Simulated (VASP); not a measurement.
Level of theory: PBE GGA, VASP's PBE PAW potentials (set 64) (plane waves; VASP 6.6.1).

VASP input:

### POSCAR
```
Tc
2.740
  0.5000000000  -0.8660255474   0.0000000000
  0.5000000000   0.8660255474   0.0000000000
  0.0000000000   0.0000000000   1.6021897810
Tc
2
Cart
  0.5000000000   0.2886757598   0.4005474453
  0.5000000000  -0.2886757598   1.2016423358
```

INCAR:
```
SYSTEM = Tc
PREC = Accurate
ENCUT = 400
EDIFF = 1E-6
NELM = 100
ALGO = Normal
LREAL = .FALSE.
LASPH = .TRUE.
ISMEAR = 1
SIGMA = 0.5
GGA = PE
LMAXMIX = 4
LWAVE = .FALSE.
LCHARG = .FALSE.
ISIF = 2
```

KPOINTS:
```
Automatic mesh
0
Gamma
14 14 8
0 0 0
```

POTCAR, in this order: Tc_pv (PBE.64 set). Program: vasp_std.

What VASP printed:

### OSZICAR
```
       N       E                     dE             d eps       ncg     rms          rms(c)
DAV:   1     0.274747611067E+03    0.27475E+03   -0.14717E+04  4168   0.131E+03
DAV:   2    -0.153344382288E+02   -0.29008E+03   -0.28707E+03  4461   0.415E+02
DAV:   3    -0.220671480122E+02   -0.67327E+01   -0.65676E+01  4887   0.736E+01
DAV:   4    -0.221407158755E+02   -0.73568E-01   -0.73133E-01  4489   0.697E+00
DAV:   5    -0.221412760976E+02   -0.56022E-03   -0.56017E-03  4627   0.636E-01    0.237E+01
DAV:   6    -0.208553021821E+02    0.12860E+01   -0.31162E+00  4325   0.175E+01    0.739E+00
DAV:   7    -0.207035190038E+02    0.15178E+00   -0.58242E-01  4674   0.684E+00    0.898E-01
DAV:   8    -0.206937373801E+02    0.97816E-02   -0.10231E-02  4210   0.110E+00    0.188E-01
DAV:   9    -0.206938127512E+02   -0.75371E-04   -0.32603E-04  4928   0.152E-01    0.198E-02
DAV:  10    -0.206938092738E+02    0.34774E-05   -0.13953E-05  4315   0.331E-02    0.109E-02
DAV:  11    -0.206938089869E+02    0.28689E-06   -0.12362E-06  2210   0.113E-02
   1 F= -.20693809E+02 E0= -.20697180E+02  d E =0.101116E-01
```

File OUTCAR:
```
------------------------ aborting loop because EDIFF is reached ----------------------------------------
  FORCE on cell =-STRESS in cart. coord.  units (eV):
  Direction    XX          YY          ZZ          XY          YZ          ZX
  --------------------------------------------------------------------------------------
  Total        0.3455812      0.3455813      0.2146968      0.0000000      0.0000000      0.0000000
  in kB       19.3983315     19.3983380     12.0514628      0.0000000      0.0000000      0.0000000
  external PRESSURE =      16.9493774 kB  Pullay stress =       0.0000000 kB
  volume of cell :       28.54
      direct lattice vectors                 reciprocal lattice vectors
     1.370000000 -2.372910000  0.000000000     0.364963504 -0.210711742  0.000000000
     1.370000000  2.372910000  0.000000000     0.364963504  0.210711742  0.000000000
     0.000000000  0.000000000  4.390000000     0.000000000  0.000000000  0.227790433
 POSITION                                       TOTAL-FORCE (eV/Angst)
 -----------------------------------------------------------------------------------
      1.37000      0.79097      1.09750         0.000000      0.000000      0.000000
      1.37000     -0.79097      3.29250        -0.000000      0.000000      0.000000
 -----------------------------------------------------------------------------------
    total drift:                               -0.000026      0.000616     -0.000043
  FREE ENERGIE OF THE ION-ELECTRON SYSTEM (eV)
  ---------------------------------------------------
  free  energy   TOTEN  =       -20.6938089869 eV

  energy  without entropy=      -20.7039206349  energy(sigma->0) =      -20.69717954
```
(Selected blocks of OUTCAR.)

The compound is Tc in the hcp structure. The cell was not relaxed at this level. The run is one of a series of settings (SIGMA = 0.5 against the base run), some of them coarse on purpose.
